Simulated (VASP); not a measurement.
All values below come from LDA (Ceperley-Alder, Perdew-Zunger), VASP's LDA PAW potentials (set 64) (plane waves; VASP).

The input files of a VASP run:

KPOINTS:
```
Regular mesh
0
Gamma
5 5 5
0 0 0
```

**INCAR**
```
ALGO = Normal
EDIFF = 1E-6
EDIFFG = -0.02
ENCUT = 500
IBRION = 2
ISIF = 3
ISMEAR = 0
LASPH = .True.
LCHARG = .False.
LMAXMIX = 4
LREAL = .False.
LWAVE = .False.
NELM = 100
NSW = 40
PREC = Accurate
PSTRESS = 200
SIGMA = 0.05
SYSTEM = CsPbCl3
```

File POSCAR:
```
CsPbCl3
1
    5.1464312153    -0.0000000000    -0.0000000000
   -0.0000000000     5.1464312153     0.0000000000
    0.0000000000     0.0000000000     5.1464312153
Cs Pb Cl
1 1 3
Direct
  0.0000000000   0.0000000000   0.0000000000
  0.5000000000   0.5000000000   0.5000000000
  0.5000000000   0.0000000000   0.5000000000
  0.0000000000   0.5000000000   0.5000000000
  0.5000000000   0.5000000000   0.0000000000
```

POTCAR, in this order: Cs_sv Pb_d Cl (LDA.64 set). Program: vasp_std.

The resulting files:

File OSZICAR:
```
       N       E                     dE             d eps       ncg     rms          rms(c)
DAV:   1     0.447381178141E+03    0.44738E+03   -0.20157E+04   520   0.161E+03
DAV:   2     0.316203786866E+02   -0.41576E+03   -0.40553E+03   640   0.380E+02
DAV:   3    -0.172526905838E+02   -0.48873E+02   -0.48032E+02   630   0.137E+02
DAV:   4    -0.190624914485E+02   -0.18098E+01   -0.18051E+01   696   0.305E+01
DAV:   5    -0.191308095073E+02   -0.68318E-01   -0.68294E-01   716   0.548E+00    0.999E+00
DAV:   6    -0.186542723898E+02    0.47654E+00   -0.11262E+00   704   0.109E+01    0.622E+00
DAV:   7    -0.186217942167E+02    0.32478E-01   -0.53524E-01   774   0.512E+00    0.166E+00
DAV:   8    -0.186156841129E+02    0.61101E-02   -0.96602E-02   768   0.313E+00    0.431E-01
DAV:   9    -0.186144434633E+02    0.12406E-02   -0.92961E-03   774   0.973E-01    0.835E-02
DAV:  10    -0.186144891839E+02   -0.45721E-04   -0.67783E-04   760   0.189E-01    0.381E-02
DAV:  11    -0.186144914927E+02   -0.23088E-05   -0.40558E-05   680   0.439E-02    0.111E-02
DAV:  12    -0.186144910981E+02    0.39454E-06   -0.11347E-05   760   0.248E-02    0.323E-03
DAV:  13    -0.186144909795E+02    0.11865E-06   -0.88911E-07   376   0.824E-03
   1 F= -.15992568E+01 E0= -.15992568E+01  d E =-.159926E+01
       N       E                     dE             d eps       ncg     rms          rms(c)
DAV:   1    -0.371561584049E+02   -0.18542E+02   -0.55585E+02   704   0.269E+02    0.388E+01
DAV:   2    -0.172616727110E+02    0.19894E+02   -0.48137E+01   632   0.145E+02    0.100E+01
DAV:   3    -0.144394979390E+02    0.28222E+01   -0.13395E+01   728   0.444E+01    0.607E+00
DAV:   4    -0.143676054740E+02    0.71892E-01   -0.60524E-01   766   0.727E+00    0.169E+00
DAV:   5    -0.143602308236E+02    0.73747E-02   -0.85301E-02   664   0.382E+00    0.594E-01
DAV:   6    -0.143609796021E+02   -0.74878E-03   -0.95856E-03   628   0.695E-01    0.319E-01
DAV:   7    -0.143611420457E+02   -0.16244E-03   -0.77979E-04   720   0.271E-01    0.192E-01
DAV:   8    -0.143610260627E+02    0.11598E-03   -0.67584E-04   742   0.288E-01    0.483E-02
DAV:   9    -0.143610302513E+02   -0.41886E-05   -0.89363E-05   792   0.879E-02    0.136E-02
DAV:  10    -0.143610296993E+02    0.55204E-06   -0.98623E-07   390   0.917E-03
   2 F= -.12042851E+01 E0= -.12042851E+01  d E =0.394972E+00
       N       E                     dE             d eps       ncg     rms          rms(c)
DAV:   1    -0.237872493437E+02   -0.94262E+01   -0.20307E+02   622   0.232E+02    0.161E+01
DAV:   2    -0.184689465459E+02    0.53183E+01   -0.14334E+01   678   0.448E+01    0.527E+00
DAV:   3    -0.173620273533E+02    0.11069E+01   -0.43329E+00   716   0.266E+01    0.244E+00
DAV:   4    -0.173529806143E+02    0.90467E-02   -0.16682E-01   766   0.323E+00    0.228E+00
DAV:   5    -0.173405281409E+02    0.12452E-01   -0.18789E-02   634   0.268E+00    0.817E-01
DAV:   6    -0.173376373892E+02    0.28908E-02   -0.13921E-02   754   0.894E-01    0.279E-01
DAV:   7    -0.173376024291E+02    0.34960E-04   -0.81383E-04   760   0.235E-01    0.557E-02
DAV:   8    -0.173376029075E+02   -0.47841E-06   -0.26153E-05   762   0.459E-02    0.363E-02
DAV:   9    -0.173376025267E+02    0.38086E-06   -0.13640E-05   772   0.608E-02    0.250E-02
DAV:  10    -0.173376020458E+02    0.48085E-06   -0.23114E-06   444   0.194E-02
   3 F= -.20968693E+01 E0= -.20968693E+01  d E =-.497613E+00
       N       E                     dE             d eps       ncg     rms          rms(c)
DAV:   1    -0.172905795962E+02    0.47023E-01   -0.10405E-01   680   0.459E+00    0.401E-01
DAV:   2    -0.172874303922E+02    0.31492E-02   -0.73880E-03   690   0.127E+00    0.120E-01
DAV:   3    -0.172868728088E+02    0.55758E-03   -0.20698E-03   716   0.680E-01    0.581E-02
DAV:   4    -0.172868637211E+02    0.90877E-05   -0.80100E-05   788   0.868E-02    0.392E-02
DAV:   5    -0.172868590694E+02    0.46517E-05   -0.10530E-05   648   0.500E-02    0.818E-03
DAV:   6    -0.172868591650E+02   -0.95596E-07   -0.25462E-06   460   0.111E-02
   4 F= -.20974520E+01 E0= -.20974520E+01  d E =-.498195E+00
```

File OUTCAR:
```
------------------------ aborting loop because EDIFF is reached ----------------------------------------
  FORCE on cell =-STRESS in cart. coord.  units (eV):
  Direction    XX          YY          ZZ          XY          YZ          ZX
  --------------------------------------------------------------------------------------
  Total       15.1494950     15.1494950     15.1494950     -0.0000000     -0.0000000     -0.0000000
  in kB      199.4744744    199.4744744    199.4744744     -0.0000000     -0.0000000     -0.0000000
  external PRESSURE =      -0.5255256 kB  Pullay stress =     200.0000000 kB
  volume of cell :      121.68
      direct lattice vectors                 reciprocal lattice vectors
     4.955343939 -0.000000000 -0.000000000     0.201802339 -0.000000000 -0.000000000
     0.000000000  4.955343939 -0.000000000     0.000000000  0.201802339 -0.000000000
     0.000000000  0.000000000  4.955343939     0.000000000  0.000000000  0.201802339
 POSITION                                       TOTAL-FORCE (eV/Angst)
 -----------------------------------------------------------------------------------
      0.00000      0.00000      0.00000        -0.000000     -0.000000      0.000000
      2.47767      2.47767      2.47767         0.000000     -0.000000      0.000000
      2.47767      0.00000      2.47767        -0.000000      0.000000      0.000000
      0.00000      2.47767      2.47767        -0.000000      0.000000      0.000000
      2.47767      2.47767     -0.00000        -0.000000     -0.000000      0.000000
 -----------------------------------------------------------------------------------
    total drift:                                0.000000      0.000000     -0.000000
  FREE ENERGIE OF THE ION-ELECTRON SYSTEM (eV)
  ---------------------------------------------------
  free  energy   TOTEN  =       -17.2868591650 eV

  energy  without entropy=      -17.2868591650  energy(sigma->0) =      -17.28685916
  enthalpy is  TOTEN    =        -2.0974520269 eV   P V=       15.1894071380

 reached required accuracy - stopping structural energy minimisation
```
(Selected blocks of OUTCAR.)

**CONTCAR**
```
CsPbCl3
   1.00000000000000
     4.9553439394515486   -0.0000000000000000   -0.0000000000000000
     0.0000000000000000    4.9553439394515486   -0.0000000000000000
     0.0000000000000000    0.0000000000000000    4.9553439394515486
  Cs              Pb              Cl
     1     1     3
Direct
     0.0000000000000000    0.0000000000000000    0.0000000000000000
     0.5000000000000000    0.5000000000000000    0.5000000000000000
     0.5000000000000000    0.0000000000000000    0.5000000000000000
     0.0000000000000000    0.5000000000000000    0.5000000000000000
     0.5000000000000000    0.5000000000000000    0.0000000000000000
```

Energy and stress use the plane-wave basis of the starting cell.

The compound is CsPbCl3 in the cubic perovskite structure, the ideal cubic form; the compound distorts at low or room temperature. This run relaxes it under an external pressure of 20 GPa. Symmetry was kept, so distortions that lower it aren't found.
